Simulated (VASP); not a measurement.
Data:

```
CELL_PARAMETERS angstrom
      0.00000     1.75634     1.75634
      1.75634     0.00000     1.75634
      1.75634     1.75634     0.00000
ATOMIC_POSITIONS crystal
  Ni 0.00000 0.00000 0.00000
```

Method: PBE GGA with spin-orbit coupling, VASP's PBE PAW potentials (set 64) (plane waves; VASP). Numerical set-up: 400 eV cut-off, 16×16×16 Γ-centred mesh, Gaussian smearing of 0.050 eV, potentials Ni. Starting moments (MAGMOM): 0 0 0.6.

Estimate the energy per atom (σ→0), band gap (over mesh and band path) with the smallest direct gap where there is one.

```json
{
 "band gap (over mesh and band path)": "none (metal, semimetal or under 0.01 eV)",
 "energy per atom (σ→0)": "-5481 meV/atom"
}
```

The compound is Ni in the fcc structure. It was relaxed first.
